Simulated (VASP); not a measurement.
# Energy against moment in LuCo3B2, part 2 of 5

Aim: the energy of LuCo3B2 as a function of its total moment. The start is a cell from a database of measured crystal structures.

VASP 6.6.1, plane waves and PAW; the level of theory is named at each step.

So far: Starting point; Free moment.

## 2. Free moment (continued)

Level of this step: PBEsol, DFT+U (Co d 2 eV), spin-polarised from a ferromagnetic start; plane waves and PAW (Lu, Co, B) (VASP).

Parts of OUTCAR (step 2):

```text
ion  position               nearest neighbor table
   1  0.000  0.000  0.000-   5 2.86   6 2.86   5 2.86   6 2.86   5 2.86   6 2.86   4 2.91   4 2.91
                             4 2.91   4 2.91   2 2.91   2 2.91   2 2.91   2 2.91   3 2.91   3 2.91
   2  0.000  0.500  0.500-   5 2.09   6 2.09   5 2.09   6 2.09   3 2.48   3 2.48   4 2.48   4 2.48
                             1 2.91   1 2.91   1 2.91   1 2.91
   3  0.500  0.500  0.500-   5 2.09   6 2.09   5 2.09   6 2.09   2 2.48   2 2.48   4 2.48   4 2.48
                             1 2.91   1 2.91   1 2.91   1 2.91
   4  0.500  0.000  0.500-   5 2.09   6 2.09   5 2.09   6 2.09   2 2.48   3 2.48   3 2.48   2 2.48
                             1 2.91   1 2.91   1 2.91   1 2.91
   5  0.667  0.333  0.000-   2 2.09   2 2.09   4 2.09   4 2.09   3 2.09   3 2.09   1 2.86   1 2.86
                             1 2.86
   6  0.333  0.667  0.000-   2 2.09   2 2.09   4 2.09   4 2.09   3 2.09   3 2.09   1 2.86   1 2.86
                             1 2.86

  LATTYP: Found a hexagonal cell.
 ALAT       =     4.9590000000
 C/A-ratio  =     0.6120185521

 Subroutine GETGRP returns: Found 24 space group operations
 (whereof 24 operations were pure point group operations)

The static configuration has the point symmetry D_6h.

 Found     35 irreducible k-points:

   k-points           NKPTS =     35   k-points in BZ     NKDIM =     35   number of bands    NBANDS=     40

   dimension x,y,z NGX =    32 NGY =   32 NGZ =   20
   dimension x,y,z NGXF=    64 NGYF=   64 NGZF=   40

   ENCUT  =  390.0 eV  28.66 Ry    5.35 a.u.   7.99  7.99  4.89*2*pi/ulx,y,z

   NELECT =      58.0000    total number of electrons

 k-points in reciprocal lattice and weights: Automatic mesh
   0.00000000  0.00000000  0.00000000       0.003
   0.16666667  0.00000000  0.00000000       0.021
   0.33333333  0.00000000  0.00000000       0.021
   0.50000000  0.00000000  0.00000000       0.010
   0.16666667  0.16666667  0.00000000       0.021
   0.33333333  0.16666667  0.00000000       0.042
   0.33333333  0.33333333  0.00000000       0.007
   0.00000000  0.00000000  0.12500000       0.007
   0.16666667  0.00000000  0.12500000       0.042
[...]
0.33333333  0.16666667  0.50000000       0.042
   0.33333333  0.33333333  0.50000000       0.007

atom =   2  type =  2  l = 2

 onsite density matrix

spin component  1

  0.8085 -0.0000 -0.0144  0.0000  0.0739
 -0.0000  0.8356 -0.0000 -0.0392  0.0000
 -0.0144 -0.0000  0.7648 -0.0000 -0.0083
  0.0000 -0.0392 -0.0000  0.7903  0.0000
  0.0739  0.0000 -0.0083  0.0000  0.7232

spin component  2

  0.7537 -0.0000  0.0509  0.0000  0.0389
 -0.0000  0.8175 -0.0000 -0.0335 -0.0000
  0.0509 -0.0000  0.5533 -0.0000  0.0294
  0.0000 -0.0335 -0.0000  0.7789  0.0000
  0.0389 -0.0000  0.0294  0.0000  0.7088

 occupancies and eigenvectors

  o =  0.5388  v =  0.0000  0.0000  0.0000  0.0000  0.0000  0.2081  0.0000 -0.9707  0.0000  0.1201      0.0000  0.0000  0.0000  0.0000  0.0000  0.0000  0.0000  0.0000  0.0000  0.0000
  o =  0.6805  v = -0.5000  0.0000 -0.0000  0.0000  0.8660  0.0000  0.0000  0.0000  0.0000  0.0000      0.0000  0.0000  0.0000  0.0000  0.0000  0.0000  0.0000  0.0000  0.0000  0.0000
  o =  0.6864  v =  0.0000  0.0000  0.0000  0.0000  0.0000 -0.5000 -0.0000  0.0000 -0.0000  0.8660      0.0000  0.0000  0.0000  0.0000  0.0000  0.0000  0.0000  0.0000  0.0000  0.0000
  o =  0.7595  v =  0.0000  0.0000  0.0000  0.0000  0.0000  0.0000 -0.5000 -0.0000 -0.8660  0.0000      0.0000  0.0000  0.0000  0.0000  0.0000  0.0000  0.0000  0.0000  0.0000  0.0000
  o =  0.7617  v = -0.1578 -0.0000 -0.9833 -0.0000 -0.0911  0.0000  0.0000  0.0000  0.0000  0.0000      0.0000  0.0000  0.0000  0.0000  0.0000  0.0000  0.0000  0.0000  0.0000  0.0000
  o =  0.7677  v = -0.0000  0.5000 -0.0000  0.8660 -0.0000  0.0000  0.0000  0.0000  0.0000  0.0000      0.0000  0.0000  0.0000  0.0000  0.0000  0.0000  0.0000  0.0000  0.0000  0.0000
  o =  0.7907  v =  0.0000  0.0000  0.0000  0.0000  0.0000  0.8407 -0.0000  0.2402  0.0000  0.4854      0.0000  0.0000  0.0000  0.0000  0.0000  0.0000  0.0000  0.0000  0.0000  0.0000
  o =  0.8368  v =  0.0000  0.0000  0.0000  0.0000  0.0000 -0.0000 -0.8660 -0.0000  0.5000 -0.0000      0.0000  0.0000  0.0000  0.0000  0.0000  0.0000  0.0000  0.0000  0.0000  0.0000
  o =  0.8542  v =  0.8515  0.0000 -0.1822 -0.0000  0.4916  0.0000  0.0000  0.0000  0.0000  0.0000      0.0000  0.0000  0.0000  0.0000  0.0000  0.0000  0.0000  0.0000  0.0000  0.0000
  o =  0.8582  v = -0.0000  0.8660  0.0000 -0.5000 -0.0000  0.0000  0.0000  0.0000  0.0000  0.0000      0.0000  0.0000  0.0000  0.0000  0.0000  0.0000  0.0000  0.0000  0.0000  0.0000

atom =   3  type =  2  l = 2

 onsite density matrix

spin component  1

  0.8085 -0.0000  0.0144 -0.0000 -0.0739
 -0.0000  0.8356 -0.0000  0.0392  0.0000
  0.0144 -0.0000  0.7648  0.0000 -0.0083
 -0.0000  0.0392  0.0000  0.7903 -0.0000
 -0.0739  0.0000 -0.0083 -0.0000  0.7232

spin component  2

  0.7537 -0.0000 -0.0509 -0.0000 -0.0389
 -0.0000  0.8175 -0.0000  0.0335  0.0000
 -0.0509 -0.0000  0.5533  0.0000  0.0294
 -0.0000  0.0335  0.0000  0.7789 -0.0000
 -0.0389  0.0000  0.0294 -0.0000  0.7088

 occupancies and eigenvectors

  o =  0.5388  v =  0.0000  0.0000  0.0000  0.0000  0.0000 -0.2081 -0.0000 -0.9707  0.0000  0.1201      0.0000  0.0000  0.0000  0.0000  0.0000  0.0000  0.0000  0.0000  0.0000  0.0000
  o =  0.6805  v = -0.5000 -0.0000  0.0000  0.0000 -0.8660  0.0000  0.0000  0.0000  0.0000  0.0000      0.0000  0.0000  0.0000  0.0000  0.0000  0.0000  0.0000  0.0000  0.0000  0.0000
  o =  0.6864  v =  0.0000  0.0000  0.0000  0.0000  0.0000  0.5000 -0.0000  0.0000  0.0000  0.8660      0.0000  0.0000  0.0000  0.0000  0.0000  0.0000  0.0000  0.0000  0.0000  0.0000
  o =  0.7595  v =  0.0000  0.0000  0.0000  0.0000  0.0000  0.0000 -0.5000  0.0000  0.8660 -0.0000      0.0000  0.0000  0.0000  0.0000  0.0000  0.0000  0.0000  0.0000  0.0000  0.0000
  o =  0.7617  v =  0.1578 -0.0000 -0.9833  0.0000 -0.0911  0.0000  0.0000  0.0000  0.0000  0.0000      0.0000  0.0000  0.0000  0.0000  0.0000  0.0000  0.0000  0.0000  0.0000  0.0000
  o =  0.7677  v = -0.0000 -0.5000  0.0000  0.8660  0.0000  0.0000  0.0000  0.0000  0.0000  0.0000      0.0000  0.0000  0.0000  0.0000  0.0000  0.0000  0.0000  0.0000  0.0000  0.0000
  o =  0.7907  v =  0.0000  0.0000  0.0000  0.0000  0.0000 -0.8407 -0.0000  0.2402  0.0000  0.4854      0.0000  0.0000  0.0000  0.0000  0.0000  0.0000  0.0000  0.0000  0.0000  0.0000
  o =  0.8368  v =  0.0000  0.0000  0.0000  0.0000  0.0000  0.0000 -0.8660  0.0000 -0.5000 -0.0000      0.0000  0.0000  0.0000  0.0000  0.0000  0.0000  0.0000  0.0000  0.0000  0.0000
[...]
atom =   4  type =  2  l = 2

 onsite density matrix

spin component  1

  0.6805  0.0000  0.0000  0.0000  0.0000
  0.0000  0.7677 -0.0000 -0.0000  0.0000
  0.0000 -0.0000  0.7648  0.0000  0.0166
  0.0000 -0.0000  0.0000  0.8582 -0.0000
  0.0000  0.0000  0.0166 -0.0000  0.8512

spin component  2

  0.6864  0.0000 -0.0000  0.0000  0.0000
  0.0000  0.7595 -0.0000  0.0000 -0.0000
 -0.0000 -0.0000  0.5533  0.0000 -0.0587
  0.0000  0.0000  0.0000  0.8368  0.0000
  0.0000 -0.0000 -0.0587  0.0000  0.7762

 occupancies and eigenvectors

  o =  0.5388  v =  0.0000  0.0000  0.0000  0.0000  0.0000 -0.0000 -0.0000  0.9707  0.0000  0.2402      0.0000  0.0000  0.0000  0.0000  0.0000  0.0000  0.0000  0.0000  0.0000  0.0000
  o =  0.6805  v =  1.0000 -0.0000 -0.0000 -0.0000 -0.0000  0.0000  0.0000  0.0000  0.0000  0.0000      0.0000  0.0000  0.0000  0.0000  0.0000  0.0000  0.0000  0.0000  0.0000  0.0000
  o =  0.6864  v =  0.0000  0.0000  0.0000  0.0000  0.0000  1.0000 -0.0000  0.0000 -0.0000 -0.0000      0.0000  0.0000  0.0000  0.0000  0.0000  0.0000  0.0000  0.0000  0.0000  0.0000
  o =  0.7595  v =  0.0000  0.0000  0.0000  0.0000  0.0000  0.0000  1.0000  0.0000  0.0000 -0.0000      0.0000  0.0000  0.0000  0.0000  0.0000  0.0000  0.0000  0.0000  0.0000  0.0000
  o =  0.7617  v = -0.0000  0.0000 -0.9833  0.0000  0.1822  0.0000  0.0000  0.0000  0.0000  0.0000      0.0000  0.0000  0.0000  0.0000  0.0000  0.0000  0.0000  0.0000  0.0000  0.0000
  o =  0.7677  v =  0.0000  1.0000  0.0000  0.0000 -0.0000  0.0000  0.0000  0.0000  0.0000  0.0000      0.0000  0.0000  0.0000  0.0000  0.0000  0.0000  0.0000  0.0000  0.0000  0.0000
  o =  0.7907  v =  0.0000  0.0000  0.0000  0.0000  0.0000 -0.0000 -0.0000  0.2402  0.0000 -0.9707      0.0000  0.0000  0.0000  0.0000  0.0000  0.0000  0.0000  0.0000  0.0000  0.0000
  o =  0.8368  v =  0.0000  0.0000  0.0000  0.0000  0.0000  0.0000 -0.0000  0.0000  1.0000  0.0000      0.0000  0.0000  0.0000  0.0000  0.0000  0.0000  0.0000  0.0000  0.0000  0.0000
  o =  0.8542  v = -0.0000 -0.0000 -0.1822 -0.0000 -0.9833  0.0000  0.0000  0.0000  0.0000  0.0000      0.0000  0.0000  0.0000  0.0000  0.0000  0.0000  0.0000  0.0000  0.0000  0.0000
  o =  0.8582  v =  0.0000 -0.0000 -0.0000  1.0000 -0.0000  0.0000  0.0000  0.0000  0.0000  0.0000      0.0000  0.0000  0.0000  0.0000  0.0000  0.0000  0.0000  0.0000  0.0000  0.0000

 average (electrostatic) potential at core
       1 -29.1377       2 -80.2483       3 -80.2483       4 -80.2483       5 -25.0645
       6 -25.0645

 E-fermi :   7.4213

 spin component 1
 k-point     1 :       0.0000    0.0000    0.0000
  band No.  band energies     occupation
    ...
     25       6.4699      1.00000
     26       6.4699      1.00000
     27       6.6205      1.00000
     28       6.8261      1.00000
     29       6.8261      1.00000
     30       7.9016     -0.00000
     31       8.7501     -0.00000
     32       8.8465     -0.00000
     33       8.8465     -0.00000
     34       8.8604     -0.00000
    ...

 k-point     2 :       0.1667    0.0000    0.0000
  band No.  band energies     occupation
    ...
     25       6.3212      1.00000
     26       6.4059      1.00000
     27       6.4063      1.00000
     28       6.4278      1.00000
     29       6.5838      1.00000
     30       8.2093     -0.00000
     31       8.7442     -0.00000
     32       8.8891     -0.00000
     33       9.0437     -0.00000
     34       9.2774     -0.00000
    ...

 k-point     3 :       0.3333    0.0000    0.0000
  band No.  band energies     occupation
    ...
     25       5.8202      1.00000
     26       6.0299      1.00000
     27       6.2314      1.00000
     28       6.3931      1.00000
     29       6.5616      1.00000
     30       8.4958     -0.00000
     31       8.4982     -0.00000
     32       9.0212     -0.00000
     33       9.7361      0.00000
     34      10.1740      0.00000
    ...

 k-point     4 :       0.5000    0.0000    0.0000
  band No.  band energies     occupation
    ...
     25       5.8594      1.00000
     26       5.8758      1.00000
     27       5.9723      1.00000
     28       6.4231      1.00000
     29       6.5612      1.00000
     30       8.3778     -0.00000
     31       8.5652     -0.00000
     32       9.1003     -0.00000
     33      10.6336      0.00000
     34      10.6342      0.00000
    ...

 k-point     5 :       0.1667    0.1667    0.0000
  band No.  band energies     occupation
    ...
     25       5.9027      1.00000
     26       6.0656      1.00000
     27       6.3843      1.00000
     28       6.4101      1.00000
     29       6.4822      1.00000
     30       8.4689     -0.00000
     31       8.5637     -0.00000
     32       8.9049     -0.00000
     33       9.5623      0.00000
     34       9.9683      0.00000
    ...

 k-point     6 :       0.3333    0.1667    0.0000
  band No.  band energies     occupation
    ...
     25       5.8203      1.00000
     26       5.8529      1.00000
     27       6.1580      1.00000
     28       6.4348      1.00000
     29       6.4693      1.00000
     30       8.4034     -0.00000
     31       8.6371     -0.00000
     32       8.9801     -0.00000
     33      10.5867      0.00000
     34      10.7430      0.00000
    ...

  Total       -4.3279865     -4.3279865     -6.6113594      0.0000000     -0.0000000      0.0000000
  in kB     -107.2800434   -107.2800434   -163.8791897      0.0000000     -0.0000000      0.0000000
  external PRESSURE =    -126.1464255 kB  Pullay stress =       0.0000000 kB

  energy-cutoff  :      390.00
  volume of cell :       64.64
      direct lattice vectors                 reciprocal lattice vectors
     4.959000000  0.000000000  0.000000000     0.201653559  0.116424737  0.000000000
    -2.479500000  4.294619977  0.000000000     0.000000000  0.232849473  0.000000000
     0.000000000  0.000000000  3.035000000     0.000000000  0.000000000  0.329489292

 POSITION                                       TOTAL-FORCE (eV/Angst)
 -----------------------------------------------------------------------------------
      0.00000      0.00000      0.00000        -0.000000      0.000000      0.000000
     -1.23975      2.14731      1.51750        -0.000000      0.000000      0.000000
      1.23975      2.14731      1.51750        -0.000000      0.000000      0.000000
      2.47950      0.00000      1.51750        -0.000000      0.000000      0.000000
      2.47950      1.43154      0.00000         0.000000      0.000000      0.000000
     -0.00000      2.86308      0.00000         0.000000     -0.000000      0.000000
 -----------------------------------------------------------------------------------
    total drift:                                0.000000      0.000000     -0.000000

  FREE ENERGIE OF THE ION-ELECTRON SYSTEM (eV)
  ---------------------------------------------------
  free  energy   TOTEN  =       -40.1789658999 eV

  energy  without entropy=      -40.1784710682  energy(sigma->0) =      -40.17880096

 total charge
# of ion       s       p       d       f       tot
--------------------------------------------------
    1        2.285   6.113   0.941  14.014  23.353
    2        0.491   0.622   7.500   0.000   8.613
    3        0.491   0.622   7.500   0.000   8.613
    4        0.491   0.622   7.500   0.000   8.613
    5        0.705   1.057   0.000   0.000   1.763
    6        0.705   1.057   0.000   0.000   1.763
--------------------------------------------------
tot          5.168  10.093  23.439  14.014  52.715

 magnetization (x)
# of ion       s       p       d       f       tot
--------------------------------------------------
    1       -0.002  -0.005  -0.047  -0.001  -0.054
    2        0.003  -0.001   0.307   0.000   0.308
    3        0.003  -0.001   0.307   0.000   0.308
    4        0.003  -0.001   0.307   0.000   0.308
    5       -0.002  -0.011   0.000   0.000  -0.012
    6       -0.002  -0.011   0.000   0.000  -0.012
--------------------------------------------------
tot          0.003  -0.030   0.873  -0.001   0.846

[... 6 further parts left out ...]
```

The magnetic state follows from one typed start and may not be the lowest. A U on the itinerant d states of such a compound is hard to justify; it moves the bands at the Fermi level. The PAW data sets were made with PBE, which is usual practice but a small mismatch for other functionals.

This step gave:

| Quantity | Value |
| --- | --- |
| electronic cycles | 63 |
| electrons | 58 |
| free energy (TOTEN) | -40.18 eV |
| energy at zero smearing | -40.18 eV |
| Fermi energy | 7.421 eV |
| moment of the cell, from the last line of the log | 0.806 μB |
| labelled metallic, from the levels on this mesh | yes |
| DOS at the Fermi level | 3.269 states/eV/cell |

Spin moment in the PAW sphere by atom:

```csv
atom,spin moment in the PAW sphere (μB)
Lu1,-0.054
Co2,0.308
Co3,0.308
Co4,0.308
B5,-0.012
B6,-0.012
```

The density of states has structure finer than the step of the table below, so its rows give means over 1 eV, whole bins alone (the curve runs from -12.0 to 7.90 eV). Peaks (eV: height): total up -4.1: 33.0, -1.3: 6.81; total down -4.1: 32.8, -0.8: 5.97; Lu d down 5.4: 0.870, 6.5: 1.37, 6.9: 1.08, 7.7: 0.816; Lu f up -4.1: 30.8; Lu f down -4.1: 30.8.

Means over bins of 0.094 eV. Density of states against energy, zero at the Fermi level; means over each step; 7 of 12 lines; values in states/eV/cell:

```csv
energy (eV),total up,total down,Lu d down,Lu f up,Lu f down,Co p down,Co d up
-11,0.0348,0.0341,9.6e-5,0,0,3.0e-4,0.00124
-10,0.234,0.232,8.2e-4,7.0e-5,7.0e-5,0.00845,0.00998
-9,0.434,0.434,0.00275,3.3e-4,3.5e-4,0.0334,0.0242
-8,0.628,0.617,0.0106,0.00102,1.0e-3,0.0760,0.0548
-7,0.708,0.699,0.0124,0.00443,0.00460,0.0716,0.184
-6,0.376,0.244,0.00351,0.00403,0.00259,0.0208,0.0956
-5,1.42,1.19,0.0266,0.0769,0.0596,0.0783,0.516
-4,8.97,8.68,0.0348,6.77,6.77,0.138,1.25
-3,3.54,3.24,0.120,0.0994,0.0907,0.209,2.31
-2,3.80,3.34,0.113,0.0399,0.0390,0.113,2.97
-1,4.50,4.77,0.131,0.0236,0.0293,0.132,3.83
0,1.25,1.91,0.0656,0.00830,0.00999,0.0981,0.741
1,1.78,1.59,0.177,0.00449,0.00395,0.108,0.940
2,1.28,1.89,0.319,0.00727,0.00819,0.127,0.490
3,0.704,0.745,0.162,0.00671,0.00705,0.0667,0.206
4,1.08,1.03,0.247,0.0117,0.0108,0.0335,0.376
5,1.44,1.49,0.430,0.0197,0.0200,0.0612,0.386
6,1.16,1.18,0.453,0.0127,0.0124,0.0486,0.206
7,1.66,1.70,0.723,0.0111,0.0115,0.0601,0.191
```

The density of states holds every band computed, so its fall toward the upper end of the range is no gap.

A later run of this session, with the moment fixed at 0.51 μB, lies 4 meV a cell lower, so the state shown here isn't the ground state.

(Continued in part 3 of 5.)

[Lines on the potential files, build, host, timing and source positions are cut from VASP's logs without a mark.]

[Logs are printed without paths, hosts, clocks, repeated set-up lines and the standing remarks that a program may print on its own settings, such as how far it seeks lower states.]

[Hosts, paths, dates, database ids (printed as entryN), source tags and the programs' standing remarks are cut or masked in the printed files.]

[In band tables of VASP the shares of atoms and orbitals are scaled to a sum of 1 inside the atoms' spheres.]

[Runs that stopped without an error message from VASP are left out.]
